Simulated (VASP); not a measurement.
Method: PW91 GGA, VASP's PBE PAW potentials (set 64) (plane waves; VASP).

The input files of a VASP run:

### POSCAR
```
BAs
1.0
  0.0000000000   2.4094163433   2.4094163433
  2.4094163433   0.0000000000   2.4094163433
  2.4094163433   2.4094163433   0.0000000000
B As
1 1
direct
  0.0000000000   0.0000000000   0.0000000000
  0.2500000000   0.2500000000   0.2500000000
```

### KPOINTS
```
Automatic mesh
0
Gamma
9 9 9
0 0 0
```

INCAR:
```
SYSTEM = BAs
PREC = Accurate
ENCUT = 520
EDIFF = 1E-7
NELM = 100
ALGO = Normal
LREAL = .FALSE.
LASPH = .TRUE.
ISMEAR = 0
SIGMA = 0.05
GGA = 91
LMAXMIX = 4
LWAVE = .FALSE.
LCHARG = .FALSE.
ISIF = 2
```

POTCAR, in this order: B As (PBE.64 set). Program: vasp_std.

What VASP printed:

OSZICAR:
```
       N       E                     dE             d eps       ncg     rms          rms(c)
DAV:   1     0.138783922903E+02    0.13878E+02   -0.40649E+03   568   0.891E+02
DAV:   2    -0.116874367812E+02   -0.25566E+02   -0.23990E+02   880   0.107E+02
DAV:   3    -0.120251883066E+02   -0.33775E+00   -0.33775E+00   624   0.171E+01
DAV:   4    -0.120257831352E+02   -0.59483E-03   -0.59483E-03   856   0.767E-01
DAV:   5    -0.120257832162E+02   -0.81009E-07   -0.81009E-07   608   0.777E-03    0.479E+00
DAV:   6    -0.114886935761E+02    0.53709E+00   -0.17508E+00   576   0.672E+00    0.237E+00
DAV:   7    -0.114318934888E+02    0.56800E-01   -0.19100E-01   792   0.264E+00    0.929E-01
DAV:   8    -0.114243836826E+02    0.75098E-02   -0.22799E-02   632   0.103E+00    0.114E-01
DAV:   9    -0.114246289980E+02   -0.24532E-03   -0.57068E-04   688   0.191E-01    0.644E-02
DAV:  10    -0.114247630991E+02   -0.13410E-03   -0.22440E-04   592   0.109E-01    0.153E-02
DAV:  11    -0.114247688810E+02   -0.57819E-05   -0.75396E-06   856   0.235E-02    0.138E-02
DAV:  12    -0.114247684602E+02    0.42078E-06   -0.20668E-06   592   0.910E-03    0.185E-03
DAV:  13    -0.114247684757E+02   -0.15451E-07   -0.59301E-08   392   0.219E-03
   1 F= -.11424768E+02 E0= -.11424768E+02  d E =-.354368E-18
```

### OUTCAR
```
------------------------ aborting loop because EDIFF is reached ----------------------------------------
  FORCE on cell =-STRESS in cart. coord.  units (eV):
  Direction    XX          YY          ZZ          XY          YZ          ZX
  --------------------------------------------------------------------------------------
  Total        0.0004511      0.0004511      0.0004511      0.0000000     -0.0000000      0.0000000
  in kB        0.0258365      0.0258365      0.0258365      0.0000000     -0.0000000      0.0000000
  external PRESSURE =       0.0258365 kB  Pullay stress =       0.0000000 kB
  volume of cell :       27.97
      direct lattice vectors                 reciprocal lattice vectors
     0.000000000  2.409416343  2.409416343    -0.207519137  0.207519137  0.207519137
     2.409416343  0.000000000  2.409416343     0.207519137 -0.207519137  0.207519137
     2.409416343  2.409416343  0.000000000     0.207519137  0.207519137 -0.207519137
  FREE ENERGIE OF THE ION-ELECTRON SYSTEM (eV)
  ---------------------------------------------------
  free  energy   TOTEN  =       -11.4247684757 eV

  energy  without entropy=      -11.4247684757  energy(sigma->0) =      -11.42476848
```
(Selected blocks of OUTCAR.)

The compound is BAs in the zinc blende structure. It was relaxed first.
